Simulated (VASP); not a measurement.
All values below come from AM05 GGA, VASP's PBE PAW potentials (set 64) (plane waves; VASP 6.6.1).

A VASP calculation is set up with these files.

**POSCAR**
```
Pd
1
    0.0000000000     1.8949966459     1.8949966459
    1.8949966459     0.0000000000     1.8949966459
    1.8949966459     1.8949966459     0.0000000000
Pd
1
Direct
  0.0000000000   0.0000000000   0.0000000000
```

**INCAR**
```
ALGO  =  Normal
EDIFF  =  1E-7
ENCUT  =  520
GGA  =  AM
ISIF  =  2
ISMEAR  =  1
LASPH  =  .True.
LCHARG  =  .False.
LMAXMIX  =  4
LREAL  =  .False.
LWAVE  =  .False.
NELM  =  100
PREC  =  Accurate
SIGMA  =  0.1
SYSTEM  =  Pd
```

KPOINTS:
```
Automatic mesh
0
Gamma
16 16 16
0 0 0
```

POTCAR, in this order: Pd (PBE.64 set). Program: vasp_std.

What will the output report for the number of irreducible k-points (NKPTS), largest plane-wave count, number of space-group operations, FFT grid (NGX, NGY, NGZ)?

```
Property                                      Result
--------------------------------------  ------------
number of irreducible k-points (NKPTS)           145
largest plane-wave count                         380
number of space-group operations                  48
FFT grid (NGX, NGY, NGZ)                20 × 20 × 20
```

The compound is Pd in the fcc structure. This cell is one point of a volume scan, at 0.94 of the reference volume.
